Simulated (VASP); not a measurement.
# CsNbCl2 (P4/mmm) in VASP: further runs

Aim: see how the results for CsNbCl2 move with the level of theory and the settings. Levels: PBE, RPBE. Tasks: relaxation of cell and atoms, relaxation of the atoms.

Everything below comes from runs of VASP 6.6.1. Logs are shortened: lines on timing, memory, paths and dates and some standing lists are left out, and cuts for length are marked.

**1. The crystal as given**

Symmetry: P4/mmm, No. 123, tetragonal system. The conventional cell has a = 3.330 Å, b = 3.330 Å, c = 8.432 Å, α = 90.00°, β = 90.00°, γ = 90.00°. Cs (site symmetry 4/mmm) has 4 Cs at 3.33 Å and 8 Cl at 3.61 Å as nearest neighbours. Around Nb (site symmetry 4/mmm) lie 8 Cl at 2.78 Å. Around Cl (site symmetry 4mm) lie 4 Nb at 2.78 Å and 1 Cl at 2.97 Å.

The cell was built by a generator and needn't be a form met in nature.

**2. Relaxation of cell and atoms, PBE**

Contents of INCAR:

```
SYSTEM = CsNbCl2
PREC = Accurate ; ENCUT = 600
EDIFF = 1E-6 ; ISMEAR = 0
SIGMA = 0.05 ; LREAL = .FALSE.
LASPH = .TRUE. ; NELM = 60
ALGO = Normal ; ISIF = 3
LWAVE = .FALSE. ; LCHARG = .FALSE.
GGA = PE ; IBRION = 2
NSW = 40 ; EDIFFG = -0.01
```

Contents of KPOINTS:

```
regular mesh
0
G
  8 8 3
  0 0 0
```

Contents of POSCAR:

```
CsNbCl2
1.0
    3.3301400000      0.0000000000      0.0000000000
    0.0000000000      3.3301400000      0.0000000000
    0.0000000000      0.0000000000      8.4323000000
Cs Nb Cl
1 1 2
Direct
    0.5000000000      0.5000000000      0.5000000000
    0.5000000000      0.5000000000      0.0000000000
    0.0000000000      0.0000000000      0.8238100000
    0.0000000000      0.0000000000      0.1761900000
```

Potentials or basis: VASP PAW PBE potentials, release 64 (Cs_sv, Nb_sv, Cl).

Run with:

```sh
$ cat potpaw_PBE.64/Cs_sv/POTCAR potpaw_PBE.64/Nb_sv/POTCAR potpaw_PBE.64/Cl/POTCAR > POTCAR
$ mpirun -np 1 vasp_std > vasp.out
```

OUTCAR:

```text
SYSTEM = CsNbCl2
   PREC = Accurate
   ENCUT = 600
   EDIFF = 1E-6
   ISMEAR = 0
   LREAL = .FALSE.
   LASPH = .TRUE.
   NELM = 60
   ISIF = 3
   GGA = PE
   IBRION = 2
   NSW = 40
   EDIFFG = -0.01

 ion  position               nearest neighbor table
   1  0.500  0.500  0.500-
   2  0.500  0.500  0.000-   3 2.78   4 2.78   3 2.78   4 2.78   3 2.78   4 2.78   3 2.78   4 2.78

   3  0.000  0.000  0.824-   2 2.78   2 2.78   2 2.78   2 2.78
   4  0.000  0.000  0.176-   2 2.78   2 2.78   2 2.78   2 2.78

  LATTYP: Found a simple tetragonal cell.
 ALAT       =     3.3301400000
 C/A-ratio  =     2.5321157669

  Lattice vectors:

 A1 = (   3.3301400000,   0.0000000000,   0.0000000000)
 A2 = (   0.0000000000,   3.3301400000,   0.0000000000)
 A3 = (   0.0000000000,   0.0000000000,   8.4323000000)

Analysis of symmetry for initial positions (statically):
=====================================================================
 Subroutine PRICEL returns:
 Original cell was already a primitive cell.

 Routine SETGRP: Setting up the symmetry group for a
 simple tetragonal supercell.

 Subroutine GETGRP returns: Found 16 space group operations
 (whereof 16 operations were pure point group operations)
 out of a pool of 16 trial point group operations.

The static configuration has the point symmetry D_4h.

Analysis of symmetry for dynamics (positions and initial velocities):
=====================================================================
 Subroutine PRICEL returns:
 Original cell was already a primitive cell.

 Routine SETGRP: Setting up the symmetry group for a
 simple tetragonal supercell.

 Subroutine GETGRP returns: Found 16 space group operations
 (whereof 16 operations were pure point group operations)
 out of a pool of 16 trial point group operations.

The dynamic configuration has the point symmetry D_4h.

 Subroutine INISYM returns: Found 16 space group operations
 (whereof 16 operations are pure point group operations),
 and found     1 'primitive' translations

----------------------------------------------------------------------------------------

                                     Primitive cell

  volume of cell :      93.5128

  direct lattice vectors                    reciprocal lattice vectors
     3.330140000  0.000000000  0.000000000     0.300287676  0.000000000  0.000000000
     0.000000000  3.330140000  0.000000000     0.000000000  0.300287676  0.000000000
     0.000000000  0.000000000  8.432300000     0.000000000  0.000000000  0.118591606

  length of vectors
     3.330140000  3.330140000  8.432300000     0.300287676  0.300287676  0.118591606

  position of ions in fractional coordinates (direct lattice)
     0.500000000  0.500000000  0.500000000
     0.500000000  0.500000000  0.000000000
     0.000000000  0.000000000  0.823810000
     0.000000000  0.000000000  0.176190000

  ion indices of the primitive-cell ions
   primitive index   ion index
                 1           1
                 2           2
                 3           3
                 4           4

----------------------------------------------------------------------------------------

 KPOINTS: regular mesh

Automatic generation of k-mesh.
 Grid dimensions read from file:
 generate k-points for:    8    8    3

 Generating k-lattice:

  Cartesian coordinates                     Fractional coordinates (reciprocal lattice)
     0.037535959  0.000000000  0.000000000     0.125000000  0.000000000  0.000000000
     0.000000000  0.037535959  0.000000000     0.000000000  0.125000000  0.000000000
     0.000000000  0.000000000  0.039530535     0.000000000  0.000000000  0.333333333

  Length of vectors
     0.037535959  0.037535959  0.039530535

  Shift w.r.t. Gamma in fractional coordinates (k-lattice)
     0.000000000  0.000000000  0.000000000

 Subroutine IBZKPT returns following result:
 ===========================================

 Found     30 irreducible k-points:

 Following reciprocal coordinates:
            Coordinates               Weight
  0.000000  0.000000  0.000000      1.000000
  0.125000  0.000000  0.000000      4.000000
  0.250000  0.000000  0.000000      4.000000
  0.375000  0.000000  0.000000      4.000000
  0.500000  0.000000  0.000000      2.000000
  0.125000  0.125000  0.000000      4.000000
[... 16 lines left out ...]
  0.375000  0.125000  0.333333     16.000000
  0.500000  0.125000  0.333333      8.000000
 [... further k-points ...]
   k-points           NKPTS =     30   k-points in BZ     NKDIM =     30   number of bands    NBANDS=     22
   number of dos      NEDOS =    301   number of ions     NIONS =      4
   total plane-waves  NPLWV =  54880
   dimension x,y,z NGX =    28 NGY =   28 NGZ =   70
   dimension x,y,z NGXF=    56 NGYF=   56 NGZF=  140
   ions per type =               1   1   2
   NGX,Y,Z   is equivalent  to a cutoff of  13.98, 13.98, 13.80 a.u.
   NGXF,Y,Z  is equivalent  to a cutoff of  27.96, 27.96, 27.60 a.u.
 SYSTEM =  CsNbCl2
   PREC   = accura    normal or accurate (medium, high low for compatibility)
   ISTART =      0    job   : 0-new  1-cont  2-samecut
   ICHARG =      2    charge: 1-file 2-atom 10-const
   ISPIN  =      1    spin polarized calculation?
   LNONCOLLINEAR =      F non collinear calculations
   LSORBIT =      F    spin-orbit coupling
   LASPH  =      T    aspherical Exc in radial PAW
   ENCUT  =  600.0 eV  44.10 Ry    6.64 a.u.   6.65  6.65 16.84*2*pi/ulx,y,z
   NELM   =     60;   NELMIN=  2; NELMDL= -5     # of ELM steps
   EDIFF  = 0.1E-05   stopping-criterion for ELM
   LREAL  =      F    real-space projection
   EDIFFG = -.1E-01   stopping-criterion for IOM
   NSW    =     40    number of steps for IOM
   IBRION =      2    ionic relax: 0-MD 1-quasi-New 2-CG
   NFREE  =      1    steps in history (QN), initial steepest desc. (CG)
   ISIF   =      3    stress and relaxation
   ISYM   =      2    0-nonsym 1-usesym 2-fastsym
   POTIM  = 0.5000    time-step for ionic-motion
   TEBEG  =    0.0;   TEEND  =   0.0 temperature during run
   PSTRESS=    0.0 pullay stress
   NELECT =      36.0000    total number of electrons
   NUPDOWN=      -1.0000    fix difference up-down
   EMIN   =  10.00;   EMAX   =-10.00  energy-range for DOS
   EFERMI =   0.00;   METHOD = LEGACY
   ISMEAR =     0;   SIGMA  =   0.05  broadening in eV -4-tet -1-fermi 0-gaus
   EFERMI_NEDOS =   21; number of points for ismear=-14 and -15
   IALGO  =     38    algorithm
   IMIX   =      4    mixing-type and parameters
     AMIX     =   0.40;   BMIX     =  1.00
     AMIX_MAG =   1.60;   BMIX_MAG =  1.00
  volume/ion in A,a.u.               =      23.38       157.76
  Fermi-wavevector in a.u.,A,eV,Ry     =   1.190927  2.250527 19.297256  1.418308
  Thomas-Fermi vector in A             =   2.327001
   LORBIT       =      0    0 simple, 1 ext, 2 COOP (PROOUT), +10 PAW based schemes
   GGA     = PE    functional components
   LHFCALC =     F    Hartree Fock is set to
   AEXX    =    0.0000 exact exchange contribution
   IVDW    =     0    specifies the selected vdW correction
   LEPSILON=     F    determine dielectric tensor
   LRPA    =     F    only Hartree local field effects (RPA)
 conjugate gradient relaxation of ions
 non-spin polarized calculation
 Gauss-broadening in eV      SIGMA  =   0.05
  energy-cutoff  :      600.00
  volume of cell :       93.51
 maximum number of plane-waves:      3143
 NGX is ok and might be reduce to    28
   NGX = 13   NGY = 13   NGZ = 33

--------------------------------------- Ionic step        1  -------------------------------------------

 number of electron      36.0000003 magnetization

 Free energy of the ion-electron system (eV)
  ---------------------------------------------------
  ext. energy  EPLUGINS =         0.00000000
  ---------------------------------------------------
  free energy    TOTEN  =       -15.81574878 eV

  energy without entropy =      -15.81086024  energy(sigma->0) =      -15.81330451

------------------------ aborting loop because EDIFF is reached ----------------------------------------

  FORCE on cell =-STRESS in cart. coord.  units (eV):
  Direction    XX          YY          ZZ          XY          YZ          ZX
  --------------------------------------------------------------------------------------
  -------------------------------------------------------------------------------------
  Total        0.0463329      0.0463329     -0.0405638      0.0000000      0.0000000      0.0000000
  in kB        0.7938322      0.7938322     -0.6949889      0.0000000      0.0000000      0.0000000
  external PRESSURE =       0.2975585 kB  Pullay stress =       0.0000000 kB
[... 99 lines left out ...]
  energy  without entropy=      -15.8107406410  energy(sigma->0) =      -15.81332511

--------------------------------------- Ionic step        4  -------------------------------------------

 number of electron      36.0000003 magnetization

 Free energy of the ion-electron system (eV)
  ---------------------------------------------------
  ext. energy  EPLUGINS =         0.00000000
  ---------------------------------------------------
  free energy    TOTEN  =       -15.81598209 eV

  energy without entropy =      -15.81081137  energy(sigma->0) =      -15.81339673

 E-fermi :   7.8965     XC(G=0): -10.1296

 val. band max:        7.8905296020   @ k =   0.5000   0.2500   0.3333
 cond. band min:       7.9038907578   @ k =   0.0000   0.0000   0.0000
 fundamental gap:      0.0133611558
 Fermi energy:         7.8964612420

 k-point     1 :       0.0000    0.0000    0.0000
  band No.  band energies     occupation
      1     -48.2641      2.00000
      2     -24.3220      2.00000
      3     -24.3220      2.00000
      4     -24.2420      2.00000
      5     -17.1086      2.00000
      6     -11.0761      2.00000
[... 574 lines left out ...]
      6     -10.4570      2.00000
[... 14 lines left out ...]
     21       8.8294      0.00000
     22       9.5103      0.00000

 [... further k-points ...]

------------------------ aborting loop because EDIFF is reached ----------------------------------------

  FORCE on cell =-STRESS in cart. coord.  units (eV):
  Direction    XX          YY          ZZ          XY          YZ          ZX
  --------------------------------------------------------------------------------------
  -------------------------------------------------------------------------------------
  Total       -0.0273118     -0.0273118     -0.0141565      0.0000000      0.0000000      0.0000000
  in kB       -0.4678477     -0.4678477     -0.2424984      0.0000000      0.0000000      0.0000000
  external PRESSURE =      -0.3927313 kB  Pullay stress =       0.0000000 kB
[... 19 lines left out ...]
  FREE ENERGIE OF THE ION-ELECTRON SYSTEM (eV)
  ---------------------------------------------------
  free  energy   TOTEN  =       -15.8159820929 eV

  energy  without entropy=      -15.8108113733  energy(sigma->0) =      -15.81339673

 reached required accuracy - stopping structural energy minimisation
```

Wall time 1.9 min (1 thread of AMD EPYC 9R45 (Zen 5), shared host); peak memory 0.24 GiB.

What came out:

* Free energy: -15.8160 eV
* Relaxed volume: 23.38 Å³/atom
* Relaxed cell: a = 3.334 Å, b = 3.334 Å, c = 8.412 Å, α = 90.00°, β = 90.00°, γ = 90.00°
* Space group after relaxing (to 0.05 Å): P4/mmm (No. 123)
* Energy gained by relaxing: 0.1 meV/atom
* Ionic steps: 4
* Pressure after relaxing: 0.0 GPa
* Largest force after relaxing: 0.007 eV/Å
* Band gap on the k mesh: none (metal or under the smearing width)

Forces on the atoms (eV/Å):
```
Cs   0.000  0.000  0.000
Nb   0.000  0.000  0.000
Cl   0.000  0.000 -0.007
Cl   0.000  0.000  0.007
```

Step by step:
```tsv
step	energy change (eV)	largest force (eV/Å)	pressure (GPa)	volume (Å³)
1	0.0000	0.0245	0.03	93.51
2	-0.0001	0.0187	-0.01	93.57
3	-0.0002	0.0086	-0.08	93.66
4	-0.0002	0.0074	-0.04	93.53
```

Final structure:
```
Cs Nb Cl
1.0
     3.33440    0.00000    0.00000
     0.00000    3.33440    0.00000
     0.00000    0.00000    8.41245
Cs Nb Cl
1 1 2
Cartesian
  1.6672 1.6672 4.2062
  1.6672 1.6672 8.4124
  3.3344 3.3344 6.9258
  0.0000 0.0000 1.4866
```

The run has no spin-orbit coupling, so splittings on Cs are missing.

**3. Relaxation of the atoms, RPBE**

Contents of INCAR:

```
SYSTEM = CsNbCl2
PREC     = Accurate       ! precision mode
ENCUT    = 520            ! plane-wave cutoff, eV
EDIFF    = 1E-6           ! SCF threshold, eV
ISMEAR   = 0              ! smearing method
SIGMA    = 0.05           ! smearing width, eV
LREAL    = .False.        ! projectors in reciprocal space
LASPH    = .True.         ! aspherical terms in the spheres
NELM     = 80             ! most SCF steps
ALGO     = Fast           ! electronic algorithm
ISIF     = 2              ! what is computed and relaxed
LWAVE    = .False.        ! write WAVECAR
LCHARG   = .False.        ! write CHGCAR
GGA      = RP             ! functional
IBRION   = 2              ! ionic algorithm
NSW      = 40             ! ionic steps
EDIFFG   = -0.01          ! ionic threshold
```

Contents of KPOINTS:

```
regular mesh
0
Gamma
  8 8 3
  0 0 0
```

POSCAR is that of step 2.

Potentials or basis: VASP PAW PBE potentials, release 64 (Cs_sv, Nb_sv, Cl).

Run with:

```sh
$ cat potpaw_PBE.64/Cs_sv/POTCAR potpaw_PBE.64/Nb_sv/POTCAR potpaw_PBE.64/Cl/POTCAR > POTCAR
$ mpirun -np 1 vasp_std > vasp.out
```

Wall time 2.7 min (1 thread of AMD EPYC 9R45 (Zen 5), shared host); peak memory 0.23 GiB.

Results (log left out):

- Free energy: -14.2356 eV
- Energy gained by relaxing: 0.4 meV/atom
- Ionic steps: 4
- Pressure after relaxing: 2.3 GPa
- Largest force after relaxing: 0.006 eV/Å
- Band gap on the k mesh: none (metal or under the smearing width)

Forces on the atoms (eV/Å):
```
Cs   0.000  0.000  0.000
Nb   0.000  0.000  0.000
Cl   0.000  0.000 -0.006
Cl   0.000  0.000  0.006
```

Stress tensor (GPa, compression positive):
```
2.53 0.00 0.00
0.00 2.53 0.00
0.00 0.00 1.83
```

The path:
```
step  energy change (eV)  largest force (eV/Å)  pressure (GPa)
   1              0.0000                0.1160            2.50
   2             -0.0011                0.0705            2.38
   3             -0.0017                0.0195            2.32
   4             -0.0017                0.0064            2.30
```

Final structure:
```xyz
4
Lattice="3.3301 0.0000 0.0000 0.0000 3.3301 0.0000 0.0000 0.0000 8.4323" Properties=species:S:1:pos:R:3 pbc="T T T"
Cs    1.6651    1.6651    4.2161
Nb    1.6651    1.6651    0.0000
Cl    0.0000    0.0000    6.9322
Cl    3.3301    0.0000    1.5001
```

Levels at points of the mesh, in eV from the Fermi level:
```tsv
k point	band 15	band 16	band 17	band 18	band 19	band 20	band 21	band 22
(0.00, 0.00, 0.00)	-5.56	-5.52	-3.21	-1.36	0.07	0.35	0.49	0.78
(0.50, 0.00, 0.00)	-5.98	-5.03	-2.39	-0.38	-0.14	0.51	0.94	1.60
(0.50, 0.50, 0.00)	-7.56	-5.29	-1.63	-1.24	0.34	0.34	1.39	1.87
```

Caveat: the PAW data sets were made with another functional, which shifts forces and pressure a little. Spin-orbit coupling is left out, which matters for the levels of Cs.

**4. The reference run**

An earlier run on the cell as given: functional PBE; potentials or basis VASP PAW PBE potentials, release 64 (Cs_sv, Nb_sv, Cl); cutoff 520 eV; k mesh 8 × 8 × 3; occupations fermi-dirac, width 0.05 eV; no spin polarisation.

* Pressure: 0.1 GPa
* Largest force: 0.022 eV/Å
* Band gap on the k mesh: none (metal or under the smearing width)

**5. The runs side by side**

| task | level | cell | cutoff (eV) | smearing | gap on the mesh (eV) | pressure (GPa) | largest force (eV/Å) |
| --- | --- | --- | --- | --- | --- | --- | --- |
| relaxation of cell and atoms | PBE | relaxed | 600 | gaussian 0.05 eV | none | 0.0 | 0.01 |
| relaxation of the atoms | RPBE | atoms relaxed | 520 | gaussian 0.05 eV | none | 2.3 | 0.01 |
| single point | PBE | as given | 520 | fermi-dirac 0.05 eV | none | 0.1 | 0.02 |

Alike in all rows: potentials or basis VASP PAW PBE potentials, release 64 (Cs_sv, Nb_sv, Cl); no spin polarisation; k mesh 8 × 8 × 3.

Caveats: the PAW data sets were made with another functional, which shifts forces and pressure a little (some runs).

Total energies depend on the potentials used, so only differences within one code and one set of settings carry meaning.
